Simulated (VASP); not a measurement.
Here is the system:

```
CELL_PARAMETERS angstrom
      0.00000     2.96837     2.96837
      2.96837     0.00000     2.96837
      2.96837     2.96837     0.00000
ATOMIC_POSITIONS crystal
  Cd 0.00000 0.00000 0.00000
  S  0.25000 0.25000 0.25000
```

Method: B3LYP hybrid, VASP's PBE PAW potentials (set 64) (plane waves; VASP 6.6.1). Run with 520 eV cut-off, 6×6×6 Γ-centred mesh, Gaussian smearing of 0.050 eV, potentials Cd S.

### Question
Predict the energy per atom (σ→0), pressure, band gap (over the mesh, the named points and PBE's band edges) with the smallest direct gap where there is one.

### Answer

- band gap (over the mesh, the named points and PBE's band edges) = 2.29 eV
- smallest direct gap (over the mesh, the named points and PBE's band edges) = 2.29 eV
- energy per atom (σ→0) = -3478 meV/atom
- pressure = 1.14 GPa

Only differences to runs with the same potentials and settings are physical.

The compound is CdS in the zinc blende structure, a metastable form; wurtzite is the usual one. It was relaxed first, which changed the volume by +6 %.
